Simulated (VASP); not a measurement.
```
CELL_PARAMETERS angstrom
      4.23317     0.00000     0.00000
      0.00000     4.23317     0.00000
      0.00000     0.00000     2.69349
ATOMIC_POSITIONS crystal
  Si 0.50000 0.50000 0.50000
  Si 0.00000 0.00000 0.00000
  O  0.69316 0.69316 0.00000
  O  0.30684 0.30684 0.00000
  O  0.80684 0.19316 0.50000
  O  0.19316 0.80684 0.50000
```

All values below come from PBE GGA, VASP's PBE PAW potentials (set 64) (plane waves; VASP). Numerical set-up: 500 eV cut-off, 4×4×6 Γ-centred mesh, Gaussian smearing of 0.050 eV, potentials Si O.

**Question.** Predict the energy per atom (σ→0), band gap (on the k-mesh) with the smallest direct gap where there is one.

**Answer.** 
```yaml
band gap (on the k-mesh): 5.02 eV
smallest direct gap (on the k-mesh): 5.02 eV
energy per atom (σ→0): -7.719 eV/atom
```

Total energies compare only between runs with the same potentials, cut-off and functional.

The structure comes from a computed database's SiO2 entry (P4_2/mnm); how it stands against other phases isn't given here. The cell was not relaxed at this level.
